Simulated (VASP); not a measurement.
OSZICAR of a VASP run on Cd32Te31:

OSZICAR:
```
       N       E                     dE             d eps       ncg     rms          rms(c)
DAV:   1     0.467866761958E+04    0.46787E+04   -0.24352E+05  1404   0.126E+03
DAV:   2     0.243906845230E+03   -0.44348E+04   -0.42359E+04  1522   0.351E+02
DAV:   3    -0.142224459163E+03   -0.38613E+03   -0.38123E+03  1553   0.103E+02
DAV:   4    -0.151714378161E+03   -0.94899E+01   -0.94561E+01  1528   0.145E+01
DAV:   5    -0.151937977688E+03   -0.22360E+00   -0.22352E+00  1576   0.212E+00    0.307E+01
RMM:   6    -0.144432369054E+03    0.75056E+01   -0.17327E+01  1372   0.632E+00    0.232E+01
RMM:   7    -0.144022263805E+03    0.41011E+00   -0.85173E+00  1372   0.294E+00    0.711E+00
RMM:   8    -0.144003302743E+03    0.18961E-01   -0.48965E-01  1373   0.119E+00    0.313E+00
RMM:   9    -0.143981307262E+03    0.21995E-01   -0.58087E-02  1372   0.340E-01    0.174E+00
RMM:  10    -0.143979593713E+03    0.17135E-02   -0.55100E-02  1373   0.264E-01    0.509E-01
RMM:  11    -0.143979676105E+03   -0.82392E-04   -0.51473E-03  1392   0.967E-02    0.156E-01
RMM:  12    -0.143980045867E+03   -0.36976E-03   -0.11514E-03  1414   0.471E-02    0.926E-02
RMM:  13    -0.143980261867E+03   -0.21600E-03   -0.35868E-04  1379   0.292E-02    0.384E-02
RMM:  14    -0.143980280291E+03   -0.18424E-04   -0.86881E-05  1060   0.128E-02    0.381E-02
RMM:  15    -0.143980279919E+03    0.37233E-06   -0.17339E-05   880   0.557E-03
   1 F= -.14398028E+03 E0= -.14398028E+03  d E =-.143980E+03  mag=     1.0000
       N       E                     dE             d eps       ncg     rms          rms(c)
DAV:   1    -0.144004324138E+03   -0.24044E-01   -0.89933E+00  1448   0.450E+00    0.690E-01
RMM:   2    -0.144010462326E+03   -0.61382E-02   -0.75096E-02  1372   0.448E-01    0.158E-01
RMM:   3    -0.144011391583E+03   -0.92926E-03   -0.10480E-02  1373   0.171E-01    0.124E-01
RMM:   4    -0.144011440186E+03   -0.48604E-04   -0.15570E-03  1376   0.659E-02    0.894E-02
RMM:   5    -0.144011448852E+03   -0.86652E-05   -0.43867E-04  1368   0.332E-02    0.295E-02
RMM:   6    -0.144011459761E+03   -0.10910E-04   -0.94277E-05  1121   0.132E-02    0.162E-02
RMM:   7    -0.144011459159E+03    0.60281E-06   -0.17146E-05   856   0.607E-03
   2 F= -.14401146E+03 E0= -.14401146E+03  d E =-.311792E-01  mag=     1.0000
       N       E                     dE             d eps       ncg     rms          rms(c)
DAV:   1    -0.144010252886E+03    0.12069E-02   -0.31064E+01  1400   0.836E+00    0.129E+00
RMM:   2    -0.144031381442E+03   -0.21129E-01   -0.25850E-01  1372   0.836E-01    0.288E-01
RMM:   3    -0.144034566759E+03   -0.31853E-02   -0.35829E-02  1372   0.318E-01    0.225E-01
RMM:   4    -0.144034750924E+03   -0.18417E-03   -0.53210E-03  1378   0.123E-01    0.171E-01
RMM:   5    -0.144034773204E+03   -0.22280E-04   -0.15121E-03  1374   0.617E-02    0.569E-02
RMM:   6    -0.144034812496E+03   -0.39292E-04   -0.31203E-04  1286   0.245E-02    0.289E-02
RMM:   7    -0.144034809635E+03    0.28614E-05   -0.56171E-05  1043   0.112E-02
   3 F= -.14403481E+03 E0= -.14403481E+03  d E =-.545297E-01  mag=     1.0000
       N       E                     dE             d eps       ncg     rms          rms(c)
DAV:   1    -0.144034775406E+03    0.37090E-04   -0.35734E-02  1480   0.284E-01    0.481E-02
RMM:   2    -0.144034798016E+03   -0.22611E-04   -0.29035E-04  1365   0.279E-02    0.121E-02
RMM:   3    -0.144034801545E+03   -0.35291E-05   -0.40688E-05   911   0.106E-02    0.669E-03
RMM:   4    -0.144034801739E+03   -0.19339E-06   -0.57889E-06   755   0.385E-03
   4 F= -.14403480E+03 E0= -.14403480E+03  d E =-.545218E-01  mag=     1.0000
       N       E                     dE             d eps       ncg     rms          rms(c)
DAV:   1    -0.144037268380E+03   -0.24668E-02   -0.19833E+00  1400   0.225E+00    0.240E-01
RMM:   2    -0.144038321699E+03   -0.10533E-02   -0.12548E-02  1372   0.203E-01    0.618E-02
RMM:   3    -0.144038471872E+03   -0.15017E-03   -0.17470E-03  1372   0.768E-02    0.521E-02
RMM:   4    -0.144038470783E+03    0.10882E-05   -0.25918E-04  1372   0.288E-02    0.353E-02
RMM:   5    -0.144038470942E+03   -0.15899E-06   -0.74141E-05  1254   0.145E-02
   5 F= -.14403847E+03 E0= -.14403847E+03  d E =-.366920E-02  mag=     1.0000
       N       E                     dE             d eps       ncg     rms          rms(c)
DAV:   1    -0.144039418256E+03   -0.94747E-03   -0.15275E+00  1440   0.198E+00    0.208E-01
RMM:   2    -0.144040234530E+03   -0.81627E-03   -0.98008E-03  1372   0.179E-01    0.556E-02
RMM:   3    -0.144040355952E+03   -0.12142E-03   -0.13826E-03  1372   0.682E-02    0.484E-02
RMM:   4    -0.144040356086E+03   -0.13306E-06   -0.20705E-04  1374   0.257E-02    0.317E-02
RMM:   5    -0.144040357290E+03   -0.12049E-05   -0.59312E-05  1113   0.129E-02
   6 F= -.14404036E+03 E0= -.14404036E+03  d E =-.555555E-02  mag=     1.0000
       N       E                     dE             d eps       ncg     rms          rms(c)
DAV:   1    -0.144036873482E+03    0.34826E-02   -0.61046E+00  1400   0.395E+00    0.420E-01
RMM:   2    -0.144040127954E+03   -0.32545E-02   -0.38898E-02  1372   0.358E-01    0.110E-01
RMM:   3    -0.144040601055E+03   -0.47310E-03   -0.54435E-03  1372   0.136E-01    0.938E-02
RMM:   4    -0.144040600153E+03    0.90223E-06   -0.81027E-04  1373   0.510E-02    0.631E-02
RMM:   5    -0.144040602230E+03   -0.20774E-05   -0.23355E-04  1372   0.257E-02    0.203E-02
RMM:   6    -0.144040606843E+03   -0.46126E-05   -0.43211E-05   995   0.960E-03
   7 F= -.14404061E+03 E0= -.14404061E+03  d E =-.580510E-02  mag=     1.0000
       N       E                     dE             d eps       ncg     rms          rms(c)
DAV:   1    -0.144040140682E+03    0.46155E-03   -0.15132E+00  1400   0.197E+00    0.213E-01
RMM:   2    -0.144040937692E+03   -0.79701E-03   -0.95004E-03  1372   0.177E-01    0.542E-02
RMM:   3    -0.144041050539E+03   -0.11285E-03   -0.13235E-03  1372   0.670E-02    0.432E-02
RMM:   4    -0.144041049674E+03    0.86451E-06   -0.19571E-04  1372   0.251E-02    0.296E-02
RMM:   5    -0.144041049407E+03    0.26749E-06   -0.54772E-05  1090   0.125E-02
   8 F= -.14404105E+03 E0= -.14404105E+03  d E =-.624767E-02  mag=     1.0000
       N       E                     dE             d eps       ncg     rms          rms(c)
DAV:   1    -0.144041005462E+03    0.44212E-04   -0.75244E-02  1432   0.438E-01    0.492E-02
RMM:   2    -0.144041044057E+03   -0.38595E-04   -0.45173E-04  1372   0.388E-02    0.119E-02
RMM:   3    -0.144041048713E+03   -0.46563E-05   -0.60041E-05  1158   0.143E-02    0.855E-03
RMM:   4    -0.144041048583E+03    0.13022E-06   -0.84805E-06   732   0.514E-03
   9 F= -.14404105E+03 E0= -.14404105E+03  d E =-.624684E-02  mag=     1.0000
       N       E                     dE             d eps       ncg     rms          rms(c)
DAV:   1    -0.144041654002E+03   -0.60529E-03   -0.24490E+00  1400   0.250E+00    0.233E-01
RMM:   2    -0.144042910642E+03   -0.12566E-02   -0.14640E-02  1372   0.221E-01    0.588E-02
RMM:   3    -0.144043094877E+03   -0.18424E-03   -0.20468E-03  1372   0.835E-02    0.540E-02
RMM:   4    -0.144043095824E+03   -0.94665E-06   -0.29206E-04  1374   0.312E-02    0.383E-02
RMM:   5    -0.144043094720E+03    0.11039E-05   -0.83582E-05  1323   0.157E-02
  10 F= -.14404309E+03 E0= -.14404309E+03  d E =-.204614E-02  mag=     1.0000
```

Question: Which electronic solver shows in the log?

Answer: It is blocked Davidson (ALGO = Normal, or the opening steps of other solvers) and then RMM-DIIS (ALGO = Fast or VeryFast). The INCAR had ALGO = Fast.

Question: How was spin treated?

Answer: Collinear spin (ISPIN = 2): the summary line carries one mag value, 1.00 μB in the cell.

Question: Can the final energy be trusted as converged?

Answer: The calculation finished and met its thresholds. It stopped with EDIFF = 1E-5, NELM = 100, NSW = 60 and EDIFFG = -0.03 after 10 ionic steps (PBE GGA, plane waves, VASP's PBE PAW potentials (set 64)). The cell is charged, with a uniform compensating background. The supercell is sampled at Γ alone, which is coarse: total energies, pressure and levels can be off, energies of defects by several tenths of an eV.

The cell is a supercell with a defect, built from CdTe (zinc blende): vac_Te, charge -1. The total moment is imposed (NUPDOWN), so this need not be the lowest spin state.
